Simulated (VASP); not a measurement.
An input for Ansatz (written as the equivalent of a VASP run, and not itself run):

Ansatz 0.2 input:
```yaml
crystal:
  lattice:
    - [0.0000000, 2.3051276, 2.3051276]
    - [2.3051276, 0.0000000, 2.3051276]
    - [2.3051276, 2.3051276, 0.0000000]
  atoms:
    - { symbol: Zr, position: [0.0000000, 0.0000000, 0.0000000] }
    - { symbol: C, position: [0.5000000, 0.5000000, 0.5000000] }
kpoints:
  mp_grid: { grid: [13, 13, 13] }
hamiltonian:
  xc: r2scan
  dispersion: rvv10
  pseudopotentials: { kind: paw }
scf:
  occupations: { method: methfessel_paxton, width: 0.1 }
  max_iter: 100
output: { forces: true, stress: true, eigenvalues: true }
```

Question: Write the VASP files for the same calculation (r2SCAN+rVV10).

Answer: Several could match; the one computed here: 
**INCAR**
```
ALGO = Normal
BPARAM = 11.95
CPARAM = 0.0093
EDIFF = 1E-7
ENCUT = 520
ISIF = 2
ISMEAR = 1
LASPH = T
LCHARG = F
LMAXMIX = 4
LMIXTAU = T
LREAL = F
LUSE_VDW = T
LWAVE = F
METAGGA = R2SCAN
NELM = 100
PREC = Accurate
SIGMA = 0.1
SYSTEM = ZrC
```

File POSCAR:
```
ZrC
3.2599430
  0.0000000000   0.7071067184   0.7071067184
  0.7071067184   0.0000000000   0.7071067184
  0.7071067184   0.7071067184   0.0000000000
Zr C
1 1
Direct
  0.0000000000   0.0000000000   0.0000000000
  0.5000000000   0.5000000000   0.5000000000
```

**KPOINTS**
```
Automatic mesh
0
Gamma
13 13 13
0 0 0
```

POTCAR, in this order: Zr_sv C (PBE.64 set). Program: vasp_std.

What does not carry over: each code has its own PAW files, so the cut-off isn't converted (ENCUT is set for VASP's; basis.ecutwfc is left out, and Ansatz then takes the one that its files recommend); Ansatz stops its SCF on the density residual and VASP on the energy change (EDIFF).

The compound is ZrC in the rock salt structure. This cell is one point of a volume scan, at 0.94 of the reference volume.
